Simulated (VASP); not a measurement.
Method: vdW-DF-cx, VASP's PBE PAW potentials (set 64) (plane waves; VASP).

A VASP calculation is set up with these files.

File KPOINTS:
```
Automatic mesh
0
Gamma
8 8 5
0 0 0
```

INCAR:
```
! general
SYSTEM   = AlN
PREC     = Accurate
ENCUT    = 520
LREAL    = .FALSE.
LASPH    = .TRUE.

! electronic loop
EDIFF    = 1E-7
NELM     = 100
ALGO     = Normal

! smearing
ISMEAR   = 0
SIGMA    = 0.05

! functional
GGA      = CX
LUSE_VDW = .TRUE.
AGGAC    = 0.0

! ions
IBRION   = 2
NSW      = 30
ISIF     = 4
EDIFFG   = -0.01

! output
LWAVE    = .FALSE.
LCHARG   = .FALSE.
```

### POSCAR
```
AlN
1.0
  1.5600096222  -2.7020159201   0.0000000000
  1.5600096222   2.7020159201   0.0000000000
  0.0000000000   0.0000000000   4.9945381113
Al N
2 2
Cartesian
  1.5600096222  -0.9006737747   2.4973818428
  1.5600096222   0.9006737747   0.0001127872
  1.5600096222  -0.9006737747   4.4050698270
  1.5600096222   0.9006737747   1.9078007714
```

POTCAR, in this order: Al N (PBE.64 set). Program: vasp_std.

The resulting files:

**OSZICAR**
```
       N       E                     dE             d eps       ncg     rms          rms(c)
DAV:   1     0.589672223231E+02    0.58967E+02   -0.75323E+03   720   0.118E+03
DAV:   2    -0.254783476205E+02   -0.84446E+02   -0.76900E+02  1020   0.227E+02
DAV:   3    -0.298087063356E+02   -0.43304E+01   -0.43043E+01   924   0.561E+01
DAV:   4    -0.298476020369E+02   -0.38896E-01   -0.38883E-01   828   0.605E+00
DAV:   5    -0.298481571633E+02   -0.55513E-03   -0.55511E-03   908   0.746E-01    0.120E+01
DAV:   6    -0.252785350271E+02    0.45696E+01   -0.16217E+01   864   0.306E+01    0.441E+00
DAV:   7    -0.252821906397E+02   -0.36556E-02   -0.62852E-01   776   0.617E+00    0.292E+00
DAV:   8    -0.252681822800E+02    0.14008E-01   -0.83058E-02   804   0.306E+00    0.468E-01
DAV:   9    -0.252636656360E+02    0.45166E-02   -0.18703E-02   916   0.102E+00    0.237E-01
DAV:  10    -0.252641529811E+02   -0.48735E-03   -0.21089E-03   824   0.354E-01    0.140E-01
DAV:  11    -0.252640805994E+02    0.72382E-04   -0.19286E-04   852   0.114E-01    0.340E-02
DAV:  12    -0.252640817352E+02   -0.11358E-05   -0.56726E-06   796   0.242E-02    0.605E-03
DAV:  13    -0.252640814726E+02    0.26259E-06   -0.54608E-06   856   0.180E-02    0.416E-03
DAV:  14    -0.252640816406E+02   -0.16790E-06   -0.25763E-07   692   0.490E-03    0.114E-03
DAV:  15    -0.252640816617E+02   -0.21133E-07   -0.30964E-08   400   0.171E-03
   1 F= -.25264082E+02 E0= -.25264082E+02  d E =-.252641E+02
```

### OUTCAR
```
------------------------ aborting loop because EDIFF is reached ----------------------------------------
  FORCE on cell =-STRESS in cart. coord.  units (eV):
  Direction    XX          YY          ZZ          XY          YZ          ZX
  --------------------------------------------------------------------------------------
  Total       -0.0055270     -0.0055270      0.0204222      0.0000000      0.0000000      0.0000000
  in kB       -0.2103107     -0.2103107      0.7770940      0.0000000      0.0000000      0.0000000
  external PRESSURE =       0.1188242 kB  Pullay stress =       0.0000000 kB
  volume of cell :       42.11
      direct lattice vectors                 reciprocal lattice vectors
     1.560009622 -2.702015920  0.000000000     0.320510844 -0.185047022  0.000000000
     1.560009622  2.702015920  0.000000000     0.320510844  0.185047022  0.000000000
     0.000000000  0.000000000  4.994538111     0.000000000  0.000000000  0.200218714
  FREE ENERGIE OF THE ION-ELECTRON SYSTEM (eV)
  ---------------------------------------------------
  free  energy   TOTEN  =       -25.2640816617 eV

  energy  without entropy=      -25.2640816617  energy(sigma->0) =      -25.26408166

 reached required accuracy - stopping structural energy minimisation
```
(Selected blocks of OUTCAR.)

The compound is AlN in the wurtzite structure. It was relaxed first.
